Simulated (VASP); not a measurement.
Calculation: LDA (Ceperley-Alder, Perdew-Zunger), VASP's LDA PAW potentials (set 64) (plane waves; VASP).

The input files of a VASP run:

### INCAR
```
LCHARG = .FALSE.
SIGMA = 0.1   ! width (eV)
ALGO = Normal
NSW = 60   ! most ionic steps
ISIF = 3
ENCUT = 520
SYSTEM = Ba
LMAXMIX = 4
LREAL = .FALSE.
IBRION = 2   ! conjugate gradients
LASPH = .TRUE.
NELM = 100
PREC = Accurate
ISMEAR = 1
EDIFFG = -0.01
LWAVE = .FALSE.
EDIFF = 1E-6   ! SCF stop (eV)
```

### KPOINTS
```
Automatic mesh
0
Gamma
9 9 9
0 0 0
```

**POSCAR**
```
Ba
1
   -2.5100000000     2.5100000000     2.5100000000
    2.5100000000    -2.5100000000     2.5100000000
    2.5100000000     2.5100000000    -2.5100000000
Ba
1
Direct
  0.0000000000   0.0000000000   0.0000000000
```

POTCAR, in this order: Ba_sv (LDA.64 set). Program: vasp_std.

Output

File OUTCAR:
```
 ion  position               nearest neighbor table
   1  0.000  0.000  0.000-
  LATTYP: Found a body centered cubic cell.
 ALAT       =     5.0200000000
 Subroutine PRICEL returns:
 Original cell was already a primitive cell.
 Subroutine GETGRP returns: Found 48 space group operations
The static configuration has the point symmetry O_h .
The dynamic configuration has the point symmetry O_h .
 Subroutine INISYM returns: Found 48 space group operations
 Subroutine IBZKPT returns following result:
 Found     35 irreducible k-points:

 Following reciprocal coordinates:
            Coordinates               Weight
  0.000000  0.000000  0.000000      1.000000
  0.111111  0.000000  0.000000     12.000000
  0.222222  0.000000  0.000000     12.000000
  0.333333  0.000000  0.000000     12.000000
  0.444444  0.000000  0.000000     12.000000
  0.111111  0.111111  0.000000     24.000000
  0.222222  0.111111  0.000000     48.000000
  0.333333  0.111111  0.000000     48.000000
  0.444444  0.111111  0.000000     24.000000
  0.222222  0.222222  0.000000     24.000000
  0.333333  0.222222  0.000000     48.000000
  0.333333  0.333333  0.000000      8.000000
  0.111111  0.111111  0.111111      8.000000
  0.222222  0.111111  0.111111     24.000000
  0.333333  0.111111  0.111111     24.000000
 -0.111111  0.111111  0.111111      6.000000
  0.222222  0.222222  0.111111     24.000000
  0.333333  0.222222  0.111111     24.000000
 -0.222222  0.222222  0.111111     24.000000
 -0.333333  0.333333  0.111111     24.000000
 -0.222222  0.333333  0.111111     24.000000
 -0.444444  0.444444  0.111111     24.000000
 -0.333333  0.444444  0.111111     48.000000
 -0.444444 -0.444444  0.111111     24.000000
 -0.333333 -0.444444  0.111111     24.000000
...
```

File OSZICAR:
```
       N       E                     dE             d eps       ncg     rms          rms(c)
DAV:   1     0.569115589327E+02    0.56912E+02   -0.44282E+03   630   0.924E+02
DAV:   2     0.796944095356E-01   -0.56832E+02   -0.55874E+02   774   0.148E+02
DAV:   3    -0.215901431815E+01   -0.22387E+01   -0.22326E+01   838   0.345E+01
DAV:   4    -0.221388476229E+01   -0.54870E-01   -0.54778E-01   947   0.428E+00
DAV:   5    -0.221413032866E+01   -0.24557E-03   -0.24553E-03   912   0.257E-01    0.167E+00
DAV:   6    -0.221047325546E+01    0.36571E-02   -0.29588E-03   862   0.618E-01    0.984E-01
DAV:   7    -0.220839329526E+01    0.20800E-02   -0.60390E-03   759   0.855E-01    0.417E-02
DAV:   8    -0.220846431773E+01   -0.71022E-04   -0.24263E-04  1020   0.106E-01    0.111E-02
DAV:   9    -0.220846595591E+01   -0.16382E-05   -0.32802E-06   749   0.168E-02    0.601E-03
DAV:  10    -0.220846610167E+01   -0.14576E-06   -0.11054E-06   537   0.761E-03
   1 F= -.22084661E+01 E0= -.22080190E+01  d E =-.220847E+01
       N       E                     dE             d eps       ncg     rms          rms(c)
DAV:   1    -0.257029084819E+01   -0.36182E+00   -0.96544E+00   631   0.253E+01    0.255E+00
DAV:   2    -0.230075840199E+01    0.26953E+00   -0.49798E-01   637   0.670E+00    0.115E+00
DAV:   3    -0.223164060565E+01    0.69118E-01   -0.42575E-01   918   0.444E+00    0.375E-01
DAV:   4    -0.223282298000E+01   -0.11824E-02   -0.23286E-03   662   0.478E-01    0.289E-01
DAV:   5    -0.223621499163E+01   -0.33920E-02   -0.23853E-03   888   0.293E-01    0.329E-02
DAV:   6    -0.223621481093E+01    0.18070E-06   -0.29541E-05   705   0.423E-02    0.225E-02
DAV:   7    -0.223621167755E+01    0.31334E-05   -0.57230E-06   931   0.183E-02    0.207E-03
DAV:   8    -0.223621174083E+01   -0.63277E-07   -0.25936E-07   358   0.414E-03
   2 F= -.22362117E+01 E0= -.22358008E+01  d E =-.277456E-01
       N       E                     dE             d eps       ncg     rms          rms(c)
DAV:   1    -0.256248875551E+01   -0.32628E+00   -0.90654E+00   631   0.246E+01    0.252E+00
DAV:   2    -0.230745007034E+01    0.25504E+00   -0.47500E-01   633   0.654E+00    0.112E+00
DAV:   3    -0.224264235642E+01    0.64808E-01   -0.39073E-01   922   0.427E+00    0.370E-01
DAV:   4    -0.224388405472E+01   -0.12417E-02   -0.22753E-03   655   0.474E-01    0.279E-01
DAV:   5    -0.224701128527E+01   -0.31272E-02   -0.22550E-03   900   0.272E-01    0.335E-02
DAV:   6    -0.224700949945E+01    0.17858E-05   -0.26415E-05   685   0.398E-02    0.234E-02
DAV:   7    -0.224700638761E+01    0.31118E-05   -0.49218E-06   900   0.205E-02    0.176E-03
DAV:   8    -0.224700642869E+01   -0.41078E-07   -0.24024E-07   333   0.412E-03
   3 F= -.22470064E+01 E0= -.22466009E+01  d E =-.385403E-01
       N       E                     dE             d eps       ncg     rms          rms(c)
DAV:   1    -0.225869240226E+01   -0.11686E-01   -0.32862E-01   633   0.467E+00    0.476E-01
DAV:   2    -0.224961604998E+01    0.90764E-02   -0.18412E-02   635   0.131E+00    0.216E-01
DAV:   3    -0.224712749271E+01    0.24886E-02   -0.14752E-02   922   0.834E-01    0.737E-02
DAV:   4    -0.224716177450E+01   -0.34282E-04   -0.84770E-05   654   0.943E-02    0.559E-02
DAV:   5    -0.224727328071E+01   -0.11151E-03   -0.85890E-05   894   0.588E-02    0.866E-03
DAV:   6    -0.224727346757E+01   -0.18686E-06   -0.19655E-06   658   0.106E-02
   4 F= -.22472735E+01 E0= -.22468394E+01  d E =-.388074E-01
```

OUTCAR:
```
------------------------ aborting loop because EDIFF is reached ----------------------------------------
  FORCE on cell =-STRESS in cart. coord.  units (eV):
  Direction    XX          YY          ZZ          XY          YZ          ZX
  --------------------------------------------------------------------------------------
  Total        0.0026960      0.0026960      0.0026960      0.0000000      0.0000000      0.0000000
  in kB        0.0798611      0.0798611      0.0798611      0.0000000      0.0000000      0.0000000
  external PRESSURE =       0.0798611 kB  Pullay stress =       0.0000000 kB
  volume of cell :       54.09
      direct lattice vectors                 reciprocal lattice vectors
    -2.382393552  2.382393552  2.382393552     0.000000000  0.209872966  0.209872966
     2.382393552 -2.382393552  2.382393552     0.209872966  0.000000000  0.209872966
     2.382393552  2.382393552 -2.382393552     0.209872966  0.209872966  0.000000000
 POSITION                                       TOTAL-FORCE (eV/Angst)
 -----------------------------------------------------------------------------------
      4.76479      0.00000      0.00000        -0.000000     -0.000000      0.000000
 -----------------------------------------------------------------------------------
    total drift:                                0.000000      0.000000     -0.000000
  FREE ENERGIE OF THE ION-ELECTRON SYSTEM (eV)
  ---------------------------------------------------
  free  energy   TOTEN  =        -2.2472734676 eV

  energy  without entropy=       -2.2459711545  energy(sigma->0) =       -2.24683936

 reached required accuracy - stopping structural energy minimisation
```
(Selected blocks of OUTCAR.)

### CONTCAR
```
Ba
   1.00000000000000
    -2.3823935518072354    2.3823935518072354    2.3823935518072354
     2.3823935518072354   -2.3823935518072354    2.3823935518072354
     2.3823935518072354    2.3823935518072354   -2.3823935518072354
  Ba
     1
Direct
     0.0000000000000000    1.0000000000000000    1.0000000000000000
```

Energy and stress use the plane-wave basis of the starting cell.

The compound is Ba in the bcc structure. This run relaxes it. Symmetry was kept, so distortions that lower it aren't found.
